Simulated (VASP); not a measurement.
The input files of a VASP run:

INCAR:
```
SYSTEM = Mg2Sn
PREC = Accurate
ENCUT = 520
EDIFF = 1E-6
NELM = 100
ALGO = Normal
LREAL = .FALSE.
LASPH = .TRUE.
ISMEAR = 1
SIGMA = 0.1
GGA = MK
PARAM1 = 0.1234568
PARAM2 = 0.7114
ZAB_VDW = -1.8867
LUSE_VDW = .TRUE.
AGGAC = 0.0
LMAXMIX = 4
LWAVE = .FALSE.
LCHARG = .FALSE.
IBRION = 2
ISIF = 3
NSW = 60
EDIFFG = -0.02
```

POSCAR:
```
Mg2Sn
1
   -0.0000000000     3.3722823577     3.3722823577
    3.3722823577    -0.0000000000     3.3722823577
    3.3722823577     3.3722823577    -0.0000000000
Mg Sn
2 1
Direct
  0.2500000000   0.2500000000   0.2500000000
  0.7500000000   0.7500000000   0.7500000000
  0.0000000000   0.0000000000   0.0000000000
```

File KPOINTS:
```
kpoints
0
G
  7 7 7
0 0 0
```

POTCAR, in this order: Mg Sn_d (PBE.64 set). Program: vasp_std.

### Question
Translate this rev-vdW-DF2 calculation to Quantum ESPRESSO's pw.x.

### Answer
One equivalent input (not run):
```
&CONTROL
  calculation = 'vc-relax'
  pseudo_dir = './pseudo'
  outdir = './out'
  tprnfor = .true.
  tstress = .true.
  nstep = 60
  forc_conv_thr = 0.00078
/
&SYSTEM
  ibrav = 0
  nat = 3
  ntyp = 2
  ecutwfc = 84
  occupations = 'smearing'
  smearing = 'methfessel-paxton'
  degauss = 0.00735
  input_dft = 'vdw-df2-b86r'
/
&ELECTRONS
  conv_thr = 7.3e-08
  electron_maxstep = 100
/
&IONS
/
&CELL
/
ATOMIC_SPECIES
  Mg 24.305 Mg.upf
  Sn 118.710 Sn.upf
CELL_PARAMETERS angstrom
    -0.0000000    3.3722824    3.3722824
     3.3722824   -0.0000000    3.3722824
     3.3722824    3.3722824   -0.0000000
ATOMIC_POSITIONS crystal
  Mg   0.2500000  0.2500000  0.2500000
  Mg   0.7500000  0.7500000  0.7500000
  Sn   0.0000000  0.0000000  0.0000000
K_POINTS automatic
  7 7 7 0 0 0
```
Limits of the translation: the potentials are each code's own (VASP's PAW set, PseudoDojo norm-conserving files in pw.x), so ENCUT and ecutwfc are chosen apart and not converted; conv_thr bounds pw.x's estimated SCF error, while EDIFF bounds the energy change between steps; forc_conv_thr acts on force components and is met together with etot_conv_thr.

The compound is Mg2Sn in the antifluorite structure. This run relaxes it. Symmetry was kept, so distortions that lower it aren't found. The start is the result of an earlier pass.
